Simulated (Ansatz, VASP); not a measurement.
# Cross-check of BiAs between VASP and Ansatz

Aim: how closely do two programs agree when they are given the same cell, functional and k mesh? The cell is invented: As first built, before any earlier steps moved the atoms (in the runner's words): it takes the AsP structure with some of its atoms replaced by other elements, volume scaled by an estimate. It may not be a known or stable phase. The cell is taken from a series of VASP runs on this material, whose earlier steps may have relaxed, scaled or displaced it; both programs get it as it stands.

Calculated with Ansatz 0.2.0; plane waves, with VASP 6.6.1 beside it; band structure at RPBE with D3(BJ), spin-orbit coupling.

### 1. Starting point

It takes space group Fm-3m (No. 225, cubic). Conventional cell: a = 5.571 Å, b = 5.571 Å, c = 5.571 Å, α = 90.00°, β = 90.00°, γ = 90.00°. Bi has 6 As at 2.79 Å nearest. Nearest to As lie 6 Bi at 2.79 Å. As first built, before any earlier steps moved the atoms (in the runner's words): sites of the AsP structure (space group 160) filled with other elements, volume scaled by an estimate. Farther neighbours are not listed.

### 2. VASP: band structure, RPBE with D3(BJ), spin-orbit coupling

A single point gives forces, pressure and levels at one fixed geometry, so differences don't come from the geometry; what else differs is listed under the comparison.

Lines of VASP's logs that name or quote its potential files are left out, and so is its time.

The input, INCAR:

```
SYSTEM = BiAs
PREC = Accurate
ENCUT = 400
EDIFF = 1E-06
NELM = 100
ISMEAR = -1
SIGMA = 0.05
LREAL = .FALSE.
ALGO = Normal
GGA = RP
IVDW = 12
LNONCOLLINEAR = .TRUE.
MAGMOM = 0 0 0 0 0 0
NBANDS = 32
GGA_COMPAT = .FALSE.
LASPH = .TRUE.
LSORBIT = .TRUE.
LORBIT = 11
LWAVE = .FALSE.
LCHARG = .FALSE.
```

The input, POSCAR:

```
BiAs
1.0
    0.0000000000      2.7854282400      2.7854282400
    2.7854282400      0.0000000000      2.7854282400
    2.7854282400      2.7854282400      0.0000000000
Bi As
1 1
Direct
    0.0000000000      0.0000000000      0.0000000000
    0.5000000000      0.5000000000      0.5000000000
```

The input, KPOINTS:

```
Automatic mesh
0
Gamma
7 7 7
0 0 0
```

The input, KPOINTS_OPT:

```
Line mode
16
Line-mode
Reciprocal
  0.00000000   0.00000000   0.00000000 GAMMA
  0.50000000   0.00000000   0.50000000 X

  0.50000000   0.00000000   0.50000000 X
  0.50000000   0.25000000   0.75000000 W

  0.50000000   0.25000000   0.75000000 W
  0.37500000   0.37500000   0.75000000 K

  0.37500000   0.37500000   0.75000000 K
  0.00000000   0.00000000   0.00000000 GAMMA

  0.00000000   0.00000000   0.00000000 GAMMA
  0.50000000   0.50000000   0.50000000 L

  0.50000000   0.50000000   0.50000000 L
  0.62500000   0.25000000   0.62500000 U

  0.62500000   0.25000000   0.62500000 U
  0.50000000   0.25000000   0.75000000 W

  0.50000000   0.25000000   0.75000000 W
  0.50000000   0.50000000   0.50000000 L

  0.50000000   0.50000000   0.50000000 L
  0.37500000   0.37500000   0.75000000 K

  0.62500000   0.25000000   0.62500000 U
  0.50000000   0.00000000   0.50000000 X
```

The projector-augmented-wave data sets are Bi_d and As (PBE family, release 64).

Run with:

```
> mpirun -np 1 vasp_ncl
```

Numbers of over 12 decimals in the logs are rounded to 6 here.

Output:

```text
[banner, memory and clock lines left out]
running    1 mpi-ranks, on    1 nodes
 distrk:  each k-point on    1 cores,    1 groups
 distr:  one band on    1 cores,    1 groups

 POSCAR found type information on POSCAR BiAs
 POSCAR found :  2 types and       2 ions
|                                                                             |
|               ----> ADVICE to this user running VASP <----                  |
|                                                                             |
|     You enforced a specific xc type in the INCAR file but a different       |
|     [... a line on the potential file left out ...]
|     I HOPE YOU KNOW WHAT YOU ARE DOING!                                     |
|                                                                             |

 LDA part: xc-table for (Slater+PW92), standard interpolation
 POSCAR, INCAR and KPOINTS ok, starting setup
 FFT: planning ... GRIDC
 FFT: planning ... GRID_SOFT
 FFT: planning ... GRID
 WAVECAR not read
 entering main loop
       N       E                     dE             d eps       ncg     rms          rms(c)
DAV:   1     0.188418276048E+03    0.18842E+03   -0.82717E+03  1296   0.121E+03
DAV:   2     0.104610301575E+02   -0.17796E+03   -0.17160E+03  1312   0.374E+02
DAV:   3    -0.710137511297E+01   -0.17562E+02   -0.17198E+02  1600   0.125E+02
DAV:   4    -0.770657704937E+01   -0.60520E+00   -0.60435E+00  1504   0.244E+01
DAV:   5    -0.773469599788E+01   -0.28119E-01   -0.28117E-01  1944   0.497E+00    0.286E+00
DAV:   6    -0.763294716720E+01    0.10175E+00   -0.17629E-01  1736   0.322E+00    0.166E+00
DAV:   7    -0.762757527773E+01    0.53719E-02   -0.74970E-02  1680   0.132E+00    0.747E-01
DAV:   8    -0.762804645056E+01   -0.47117E-03   -0.56358E-03  1568   0.688E-01    0.462E-01
DAV:   9    -0.762860801386E+01   -0.56156E-03   -0.12153E-03  1528   0.321E-01    0.704E-02
DAV:  10    -0.762848944855E+01    0.11857E-03   -0.34493E-04  1672   0.229E-01    0.205E-02
DAV:  11    -0.762849926057E+01   -0.98120E-05   -0.59236E-05  1424   0.417E-02    0.830E-03
DAV:  12    -0.762849895809E+01    0.30248E-06   -0.95060E-06  1584   0.364E-02
   1 F= -.13345398E+02 E0= -.13343905E+02  d E =-.298592E-02  mag=     0.0000    -0.0000     0.0000
 Start KPOINTS_OPT (optional k-point list driver)
k-point batch [1-20\160]
       N       E                     dE             ncg
DAV:   1     0.181840072440E+04   -0.49963E+04     1296
DAV:   2    -0.183603107893E+04   -0.36544E+04     1304
DAV:   3    -0.220659815132E+04   -0.37057E+03     1696
DAV:   4    -0.221853870396E+04   -0.11941E+02     1536
DAV:   5    -0.221906728589E+04   -0.52858E+00     2000
DAV:   6    -0.221907386553E+04   -0.65796E-02     1552
DAV:   7    -0.221907411341E+04   -0.24789E-03     2016
DAV:   8    -0.221907411632E+04   -0.29126E-05     1528
DAV:   9    -0.221907411640E+04   -0.72431E-07     1192
[...]
k-point batch [141-160\160]
       N       E                     dE             ncg
DAV:   1     0.154321950127E+04   -0.10964E+05     1288
DAV:   2    -0.203230324067E+04   -0.35755E+04     1296
DAV:   3    -0.236436152693E+04   -0.33206E+03     1704
DAV:   4    -0.237427260753E+04   -0.99111E+01     1584
DAV:   5    -0.237471355418E+04   -0.44095E+00     1952
DAV:   6    -0.237471895813E+04   -0.54040E-02     1648
DAV:   7    -0.237471913062E+04   -0.17249E-03     1936
DAV:   8    -0.237471913269E+04   -0.20646E-05     1464
DAV:   9    -0.237471913279E+04   -0.10335E-06     1072
```

Parts of OUTCAR (step 2):

```text
ion  position               nearest neighbor table
   1  0.000  0.000  0.000-   2 2.79   2 2.79   2 2.79   2 2.79   2 2.79   2 2.79
   2  0.500  0.500  0.500-   1 2.79   1 2.79   1 2.79   1 2.79   1 2.79   1 2.79

  LATTYP: Found a face centered cubic cell.
 ALAT       =     5.5708564800

 Subroutine GETGRP returns: Found 48 space group operations
 (whereof 48 operations were pure point group operations)

The static configuration has the point symmetry O_h .

 Found     20 irreducible k-points:

   k-points           NKPTS =     20   k-points in BZ     NKDIM =     20   number of bands    NBANDS=     32

   dimension x,y,z NGX =    28 NGY =   28 NGZ =   28
   dimension x,y,z NGXF=    56 NGYF=   56 NGZF=   56

   ENCUT  =  400.0 eV  29.40 Ry    5.42 a.u.   6.42  6.42  6.42*2*pi/ulx,y,z

   NELECT =      20.0000    total number of electrons

 k-points in reciprocal lattice and weights: Automatic mesh
   0.00000000  0.00000000  0.00000000       0.003
   0.14285714  0.00000000  0.00000000       0.023
   0.28571429  0.00000000  0.00000000       0.023
   0.42857143  0.00000000  0.00000000       0.023
   0.14285714  0.14285714  0.00000000       0.017
   0.28571429  0.14285714  0.00000000       0.070
   0.42857143  0.14285714  0.00000000       0.070
  -0.42857143  0.14285714  0.00000000       0.070
  -0.28571429  0.14285714  0.00000000       0.070
[...]
-0.42857143  0.42857143  0.14285714       0.070
  -0.28571429  0.42857143  0.14285714       0.070

 average (electrostatic) potential at core
       1-101.9111       2 -45.6853

 E-fermi :   9.4546

 k-point     1 :       0.0000    0.0000    0.0000
  band No.  band energies     occupation
    ...
     16       6.3904      1.00000
     17       7.5546      1.00000
     18       7.5546      1.00000
     19       7.5546      1.00000
     20       7.5546      1.00000
     21      12.4418      0.00000
     22      12.4418      0.00000
     23      14.5974      0.00000
     24      14.5974      0.00000
     25      14.5974      0.00000
    ...

 k-point     2 :       0.1429    0.0000    0.0000
  band No.  band energies     occupation
    ...
     16       6.7096      1.00000
     17       7.6114      1.00000
     18       7.6114      1.00000
     19       8.2158      1.00000
     20       8.2158      1.00000
     21      11.5670      0.00000
     22      11.5670      0.00000
     23      13.0680      0.00000
     24      13.0680      0.00000
     25      13.2475      0.00000
    ...

 k-point     3 :       0.2857    0.0000    0.0000
  band No.  band energies     occupation
    ...
     16       7.0817      1.00000
     17       7.8367      1.00000
     18       7.8367      1.00000
     19       8.8571      0.99999
     20       8.8571      0.99999
     21      10.1645      0.00000
     22      10.1645      0.00000
     23      11.3375      0.00000
     24      11.3375      0.00000
     25      11.4321      0.00000
    ...

 Edisp (eV)   -5.71690

  Total       0.02693     0.02693     0.02693     0.00000     0.00000     0.00000
  in kB       0.99834     0.99834     0.99834     0.00000     0.00000     0.00000
  external pressure =        1.00 kB  Pullay stress =        0.00 kB

  energy-cutoff  :      400.00
  volume of cell :       43.22
      direct lattice vectors                 reciprocal lattice vectors
     0.000000000  2.785428240  2.785428240    -0.179505612  0.179505612  0.179505612
     2.785428240  0.000000000  2.785428240     0.179505612 -0.179505612  0.179505612
     2.785428240  2.785428240  0.000000000     0.179505612  0.179505612 -0.179505612

 POSITION                                       TOTAL-FORCE (eV/Angst)
 -----------------------------------------------------------------------------------
      0.00000      0.00000      0.00000        -0.000000     -0.000000     -0.000000
      2.78543      2.78543      2.78543         0.000000      0.000000      0.000000
 -----------------------------------------------------------------------------------
    total drift:                               -0.000000      0.000000      0.000000

  FREE ENERGIE OF THE ION-ELECTRON SYSTEM (eV)
  ---------------------------------------------------
  free  energy   TOTEN  =       -13.3453978021 eV

  energy  without entropy=      -13.3424118848  energy(sigma->0) =      -13.34390484

 Spin-Orbit-Coupling matrix elements
 Ion:    1  E_soc:     -1.4853264
 Ion:    2  E_soc:     -0.0221940

 total charge
# of ion       s       p       d       tot
------------------------------------------
    1        1.548   1.378   9.995  12.920
    2        1.285   1.519   0.051   2.854
--------------------------------------------------
tot          2.833   2.896  10.045  15.774

 magnetization (x)
# of ion       s       p       d       tot
------------------------------------------
    1        0.000  -0.000  -0.000   0.000
    2       -0.000   0.000   0.000  -0.000
--------------------------------------------------
tot          0.000  -0.000  -0.000   0.000

 magnetization (y)
# of ion       s       p       d       tot
------------------------------------------
    1        0.000   0.000   0.000   0.000
    2        0.000  -0.000  -0.000  -0.000
--------------------------------------------------
tot          0.000   0.000  -0.000   0.000

 magnetization (z)
# of ion       s       p       d       tot
------------------------------------------
    1        0.000  -0.000   0.000   0.000
    2        0.000  -0.000  -0.000  -0.000
--------------------------------------------------
tot          0.000  -0.000  -0.000   0.000

[... 3 further parts left out ...]
```

The run ends at a pressure of 0.10 GPa.

(Continued in part 2 of 2.)

[Lines on the potential files, build, host, timing and source positions are cut from VASP's logs without a mark.]

[Logs are printed without paths, hosts, clocks, repeated set-up lines and the standing remarks that a program may print on its own settings, such as how far it seeks lower states.]

[Hosts, paths, dates, database ids (printed as entryN), source tags and the programs' standing remarks are cut or masked in the printed files.]
